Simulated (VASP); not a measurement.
## Al2SiF2: relaxation of cell and atoms with PBE

Al2SiF2:

```
CELL_PARAMETERS angstrom
3.05289 0.00000 0.00000
-1.52644 2.64388 0.00000
0.00000 0.00000 16.26900
ATOMIC_POSITIONS crystal
Al 0.00000 0.00000 0.36314
Al 0.00000 0.00000 0.13686
Al 0.00000 0.00000 0.86314
Al 0.00000 0.00000 0.63686
Si 0.33333 0.66667 0.25000
Si 0.66667 0.33333 0.75000
F 0.66667 0.33333 0.43365
F 0.66667 0.33333 0.06635
F 0.33333 0.66667 0.93365
F 0.33333 0.66667 0.56635
```

The cell was built by a generator and needn't be a form met in nature.

- Program: VASP 6.6.1
- Task: relaxation of cell and atoms
- Functional: PBE
- Potentials or basis: VASP PAW PBE potentials, release 64 (Al, Si, F)
- Cutoff: 520 eV
- k mesh: 12 × 12 × 2
- Occupations: gaussian, width 0.1 eV
- Spin: no spin polarisation
- Further INCAR settings: ALGO = Normal; EDIFF = 1e-06; IBRION = 2; EDIFFG = -0.01; NSW = 90; ISIF = 3

```json
{"Relaxed volume": "13.86 Å³/atom", "Relaxed cell": "a = 2.981 Å, b = 2.981 Å, c = 18.015 Å, α = 90.00°, β = 90.00°, γ = 120.00°", "Space group after relaxing (to 0.05 Å)": "P6_3/mmc (No. 194)", "Energy gained by relaxing": "36.6 meV/atom", "Ionic steps": "24", "Pressure after relaxing": "0.0 GPa", "Largest force after relaxing": "0.006 eV/Å", "Band gap on the k mesh": "none (metal or under the smearing width)"}
```

Forces on the atoms (eV/Å):
```
Al   0.000  0.000  0.001
Al   0.000  0.000 -0.001
Al   0.000  0.000  0.001
Al   0.000  0.000 -0.001
Si   0.000  0.000  0.000
Si   0.000  0.000  0.000
F    0.000  0.000 -0.006
F    0.000  0.000  0.006
F    0.000  0.000 -0.006
F    0.000  0.000  0.006
```

Step by step:
```
step  energy change (eV)  largest force (eV/Å)  pressure (GPa)  volume (Å³)
   1              0.0000                0.1986            3.80       131.31
   2             -0.1432                0.2377           -0.33       137.30
   3             -0.1558                0.3122           -1.96       139.93
   4             -0.2491                0.2822           -2.10       140.02
   5             -0.2521                0.3467           -2.07       140.02
   6             -0.3097                0.3107            0.06       135.99
   7             -0.3152                0.2934            1.00       134.36
   8             -0.3325                0.1818            0.28       134.62
   9             -0.3328                0.1485            0.38       134.60
  10             -0.3393                0.1415            0.05       135.37
  11             -0.3454                0.1283           -0.60       137.02
  12             -0.3501                0.0996           -0.24       136.83
  13             -0.3530                0.1796            0.33       136.53
  14             -0.3570                0.1390            0.37       136.66
  15             -0.3633                0.0065            0.48       137.05
  16             -0.3635                0.0305            0.55       137.14
  17             -0.3654                0.0477            0.06       138.10
  18             -0.3655                0.0579           -0.08       138.42
  19             -0.3662                0.0127           -0.08       138.67
  20             -0.3662                0.0123           -0.07       138.69
  21             -0.3662                0.0145           -0.07       138.69
  22             -0.3663                0.0131            0.02       138.59
  23             -0.3663                0.0130            0.05       138.57
  24             -0.3663                0.0061            0.03       138.60
```

Final structure:
```cif
data_structure
_symmetry_space_group_name_H-M 'P 1'
_symmetry_Int_Tables_number 1
_cell_length_a 2.9805
_cell_length_b 2.9805
_cell_length_c 18.0151
_cell_angle_alpha 90.000
_cell_angle_beta 90.000
_cell_angle_gamma 120.000
_cell_volume 138.60
loop_
_atom_site_label
_atom_site_type_symbol
_atom_site_fract_x
_atom_site_fract_y
_atom_site_fract_z
_atom_site_occupancy
Al1 Al 0.00000 0.00000 0.35930 1
Al2 Al 0.00000 0.00000 0.14070 1
Al3 Al 0.00000 0.00000 0.85930 1
Al4 Al 0.00000 0.00000 0.64070 1
Si1 Si 0.33333 0.66667 0.25000 1
Si2 Si 0.66667 0.33333 0.75000 1
F1 F 0.66667 0.33333 0.42634 1
F2 F 0.66667 0.33333 0.07366 1
F3 F 0.33333 0.66667 0.92634 1
F4 F 0.33333 0.66667 0.57366 1
```

Levels at points of the mesh, in eV from the Fermi level:
```
           k point  band 22  band 23  band 24  band 25  band 26  band 27
(0.00, 0.00, 0.00)    -2.31    -0.14     0.60     3.10     4.03     5.60
(0.50, 0.00, 0.00)    -3.81    -1.90    -1.81     1.24     1.30     2.03
(0.00, 0.00, 0.50)    -2.60     0.23     0.23     3.54     3.54     5.60
(0.50, 0.00, 0.50)    -3.84    -1.85    -1.85     1.27     1.27     2.03
```

It took 4.1 min on 4 MPI ranks on Intel(R) Xeon(R) 6975P-C (Granite Rapids), with other jobs on the host, peak memory 0.33 GiB a rank.
